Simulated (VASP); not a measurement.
Output of a VASP run:

OSZICAR:
```
       N       E                     dE             d eps       ncg     rms          rms(c)
DAV:   1    -0.648252612417E+01   -0.64825E+01   -0.31459E-01   352   0.554E+00    0.298E+00
DAV:   2    -0.648421246580E+01   -0.16863E-02   -0.88164E-03   385   0.118E+00    0.190E+00
DAV:   3    -0.648395748768E+01    0.25498E-03   -0.37908E-04   432   0.318E-01    0.113E+00
DAV:   4    -0.648386894867E+01    0.88539E-04   -0.60506E-05   403   0.103E-01    0.650E-01
DAV:   5    -0.648383948879E+01    0.29460E-04   -0.15826E-05   399   0.434E-02    0.374E-01
DAV:   6    -0.648383037347E+01    0.91153E-05   -0.43147E-06   340   0.198E-02    0.217E-01
DAV:   7    -0.648382733936E+01    0.30341E-05   -0.16150E-06   316   0.110E-02    0.125E-01
DAV:   8    -0.648382659978E+01    0.73958E-06   -0.45849E-07   185   0.634E-03
   1 F= -.64838266E+01 E0= -.64838266E+01  d E =-.274020E-13
```

**OUTCAR**
```
------------------------ aborting loop because EDIFF is reached ----------------------------------------
  FORCE on cell =-STRESS in cart. coord.  units (eV):
  Direction    XX          YY          ZZ          XY          YZ          ZX
  --------------------------------------------------------------------------------------
  Total       -0.1955098     -0.1955098     -0.1955098     -0.0000000      0.0000000     -0.0000000
  in kB       -4.6441646     -4.6441646     -4.6441646     -0.0000000      0.0000000     -0.0000000
  external PRESSURE =      -4.6441646 kB  Pullay stress =       0.0000000 kB
  volume of cell :       67.45
      direct lattice vectors                 reciprocal lattice vectors
     0.000000000  3.230827745  3.230827745    -0.154759102  0.154759102  0.154759102
     3.230827745  0.000000000  3.230827745     0.154759102 -0.154759102  0.154759102
     3.230827745  3.230827745  0.000000000     0.154759102  0.154759102 -0.154759102
  FREE ENERGIE OF THE ION-ELECTRON SYSTEM (eV)
  ---------------------------------------------------
  free  energy   TOTEN  =        -6.4838265998 eV

  energy  without entropy=       -6.4838265998  energy(sigma->0) =       -6.48382660

  exchange ACFDT corr.  =         0.00000000  see jH, gK, PRB 81, 115126
```
(Selected blocks of OUTCAR.)

File POSCAR:
```
NaI
1
    0.0000000000     3.2308277450     3.2308277450
    3.2308277450     0.0000000000     3.2308277450
    3.2308277450     3.2308277450     0.0000000000
Na I
1 1
Direct
  0.0000000000   0.0000000000   0.0000000000
  0.5000000000   0.5000000000   0.5000000000
```

### Question
Reconstruct the remaining input files.

### Answer
Several could match; the one computed here: the input of the run itself, HSEsol screened hybrid, plane waves, VASP's PBE PAW potentials (set 64).

INCAR:
```
! general
SYSTEM   = NaI
PREC     = Accurate
ENCUT    = 520   ! plane-wave cut-off (eV)
LREAL    = .FALSE.   ! projection in real space or not
LASPH    = .TRUE.   ! aspherical one-centre terms
ISYM     = 3

! electronic loop
EDIFF    = 1E-6   ! SCF stop (eV)
NELM     = 60
ALGO     = Normal
LMAXMIX  = 4   ! l cut-off of mixed one-centre charges

! smearing
ISMEAR   = 0   ! Gaussian
SIGMA    = 0.05   ! width (eV)

! functional
GGA      = PS   ! PBEsol
LHFCALC  = .TRUE.
AEXX     = 0.25
HFSCREEN = 0.2
PRECFOCK = Fast

! ions
ISIF     = 2   ! forces and stress, cell fixed

! output
LWAVE    = .FALSE.
LCHARG   = .FALSE.
```

**KPOINTS**
```
Automatic mesh
0
Gamma
6 6 6
0 0 0
```

POTCAR, in this order: Na_pv I (PBE.64 set). Program: vasp_std. Read from the step before: WAVECAR.

The compound is NaI in the rock salt structure. This cell is one point of a volume scan, at 0.97 of the reference volume. The cell's shape comes from a PBE relaxation.
